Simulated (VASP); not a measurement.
Here is the system:

```
CELL_PARAMETERS angstrom
      0.00000     2.99676     2.99676
      2.99676     0.00000     2.99676
      2.99676     2.99676     0.00000
ATOMIC_POSITIONS crystal
  Cu 0.00000 0.00000 0.00000
  I  0.25000 0.25000 0.25000
```

All values below come from PBE GGA with D3 dispersion (zero damping), VASP's PBE PAW potentials (set 64) (plane waves; VASP). Numerical set-up: 520 eV cut-off, 9×9×9 Γ-centred mesh, tetrahedra with Blöchl corrections, potentials Cu I.

Unless said otherwise, spin-orbit coupling is left out, though it shifts the bands of the heavy elements here.

**Question.** Tabulate the total density of states (states/eV per cell) against energy (eV; zero at the valence-band maximum or, without a gap, the Fermi level).

**Answer.** 
```
E (eV) | DOS (states/eV)
    -9.94 |  0.00
    -9.70 |  0.00
    -9.46 |  0.00
    -9.22 |  0.00
    -8.98 |  0.00
    -8.74 |  0.00
    -8.50 |  0.00
    -8.26 |  0.00
    -7.90 |  0.00
    -7.66 |  0.00
    -7.42 |  0.00
    -7.18 |  0.00
    -6.94 |  0.00
    -6.70 |  0.00
    -6.46 |  0.00
    -6.22 |  0.00
    -5.98 |  0.00
    -5.74 |  0.37
    -5.50 | ##### 3.77
    -5.26 | ## 1.83
    -5.02 | # 0.73
    -4.78 | # 0.42
    -4.54 | ## 2.02
    -4.18 | ### 2.26
    -3.94 | ###### 5.03
    -3.70 | ## 1.46
    -3.46 |  0.00
    -3.22 |  0.00
    -2.98 |  0.00
    -2.74 |  0.00
    -2.50 |  0.00
    -2.26 |  0.00
    -2.02 | ############################## 24.3
    -1.78 | ######## 6.09
    -1.54 | ###### 4.68
    -1.30 | ###### 4.72
    -1.06 | ##### 3.75
    -0.70 | ### 2.09
    -0.46 | # 1.16
    -0.22 | # 0.52
     0.02 |  0.01
     0.26 |  0.00
     0.50 |  0.00
     0.74 |  0.00
     0.98 |  0.00
     1.22 |  0.00
     1.46 |  0.00
     1.70 |  0.02
     1.94 |  0.05
     2.18 |  0.10
     2.42 |  0.36
     2.66 | # 0.72
     3.02 | ## 1.49
     3.26 | ### 2.42
     3.50 | ### 2.12
     3.74 | # 1.17
     3.98 | # 0.80
     4.22 | # 0.80
     4.46 | # 1.02
     4.70 | ## 1.87
```
Within 2 eV below the valence-band maximum the largest weight inside VASP's projection spheres is Cu d.

The compound is CuI in the zinc blende structure. It was relaxed first.
